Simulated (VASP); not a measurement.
These are PBEsol GGA, VASP's PBE PAW potentials (set 64) (plane waves; VASP) values and carry that method's errors.

VASP input:

**INCAR**
```
ENCUT  =  500
LREAL  =  .FALSE.   # projection in real space or not
SYSTEM  =  Mo3Si
LMAXMIX  =  4   # l cut-off of mixed one-centre charges
PSTRESS  =  450   # kbar
LASPH  =  .TRUE.
PREC  =  Accurate
ALGO  =  Normal   # blocked Davidson
LCHARG  =  .FALSE.
IBRION  =  2   # conjugate gradients
NELM  =  100   # most electronic steps
ISMEAR  =  1
LWAVE  =  .FALSE.
ISIF  =  3
SIGMA  =  0.1   # width (eV)
EDIFFG  =  -0.02
NSW  =  40
GGA  =  PS   # PBEsol
EDIFF  =  1E-6   # SCF stop (eV)
```

**KPOINTS**
```
Automatic
0
Gamma
 7 7 7
```

**POSCAR**
```
Mo3Si
1.0
  4.6625320333   0.0000000000   0.0000000000
  0.0000000000   4.6625320333   0.0000000000
  0.0000000000   0.0000000000   4.6625320333
Si Mo
2 6
Cartesian
  2.3312660166   2.3312660166   2.3312660166
  0.0000000000   4.6625320333   4.6625320333
  1.1656330083   0.0000000000   2.3312660166
  2.3312660166   1.1656330083   0.0000000000
  2.3312660166   3.4968990250   4.6625320333
  3.4968990250   4.6625320333   2.3312660166
  0.0000000000   2.3312660166   3.4968990250
  0.0000000000   2.3312660166   1.1656330083
```

POTCAR, in this order: Si Mo_sv (PBE.64 set). Program: vasp_std.

What VASP printed:

OSZICAR:
```
       N       E                     dE             d eps       ncg     rms          rms(c)
DAV:   1     0.111370299251E+04    0.11137E+04   -0.55286E+04  2208   0.170E+03
DAV:   2    -0.362403949931E+02   -0.11499E+04   -0.11220E+04  2356   0.542E+02
DAV:   3    -0.863173225569E+02   -0.50077E+02   -0.48474E+02  2801   0.102E+02
DAV:   4    -0.873739533383E+02   -0.10566E+01   -0.10450E+01  2641   0.124E+01
DAV:   5    -0.873920430477E+02   -0.18090E-01   -0.18062E-01  2631   0.162E+00    0.641E+01
DAV:   6    -0.838392776382E+02    0.35528E+01   -0.11454E+01  2468   0.164E+01    0.223E+01
DAV:   7    -0.834702723137E+02    0.36901E+00   -0.10785E+00  2705   0.494E+00    0.480E+00
DAV:   8    -0.834226929145E+02    0.47579E-01   -0.10790E-01  2537   0.123E+00    0.459E-01
DAV:   9    -0.834218109627E+02    0.88195E-03   -0.53091E-03  2649   0.294E-01    0.241E-01
DAV:  10    -0.834217619713E+02    0.48991E-04   -0.48456E-04  2677   0.144E-01    0.955E-02
DAV:  11    -0.834217697972E+02   -0.78259E-05   -0.10912E-05  2537   0.180E-02    0.243E-02
DAV:  12    -0.834217672871E+02    0.25101E-05   -0.57857E-06  2534   0.143E-02    0.270E-03
DAV:  13    -0.834217671395E+02    0.14760E-06   -0.12644E-07  1561   0.173E-03
   1 F= -.54953081E+02 E0= -.54953280E+02  d E =-.549531E+02
```

**OUTCAR**
```
------------------------ aborting loop because EDIFF is reached ----------------------------------------
  FORCE on cell =-STRESS in cart. coord.  units (eV):
  Direction    XX          YY          ZZ          XY          YZ          ZX
  --------------------------------------------------------------------------------------
  Total       28.3950948     28.3950948     28.3950948      0.0000000      0.0000000      0.0000000
  in kB      448.8367610    448.8367610    448.8367610      0.0000000      0.0000000      0.0000000
  external PRESSURE =      -1.1632390 kB  Pullay stress =     450.0000000 kB
  volume of cell :      101.36
      direct lattice vectors                 reciprocal lattice vectors
     4.662532033  0.000000000  0.000000000     0.214475738  0.000000000  0.000000000
     0.000000000  4.662532033  0.000000000     0.000000000  0.214475738  0.000000000
     0.000000000  0.000000000  4.662532033     0.000000000  0.000000000  0.214475738
 POSITION                                       TOTAL-FORCE (eV/Angst)
 -----------------------------------------------------------------------------------
      2.33127      2.33127      2.33127         0.000000      0.000000      0.000000
      0.00000      0.00000      0.00000         0.000000      0.000000      0.000000
      1.16563      0.00000      2.33127         0.000000     -0.000000     -0.000000
      2.33127      1.16563      0.00000        -0.000000     -0.000000     -0.000000
      2.33127      3.49690      0.00000         0.000000      0.000000      0.000000
      3.49690      0.00000      2.33127        -0.000000      0.000000     -0.000000
      0.00000      2.33127      3.49690         0.000000     -0.000000      0.000000
      0.00000      2.33127      1.16563         0.000000      0.000000     -0.000000
 -----------------------------------------------------------------------------------
    total drift:                                0.000000      0.000000     -0.000000
  FREE ENERGIE OF THE ION-ELECTRON SYSTEM (eV)
  ---------------------------------------------------
  free  energy   TOTEN  =       -83.4217671395 eV

  energy  without entropy=      -83.4223629544  energy(sigma->0) =      -83.42196574
  enthalpy is  TOTEN    =       -54.9530814790 eV   P V=       28.4686856606

 reached required accuracy - stopping structural energy minimisation
```
(Selected blocks of OUTCAR.)

The compound is Mo3Si in the A15 structure. It was relaxed first under an external pressure of 45 GPa.
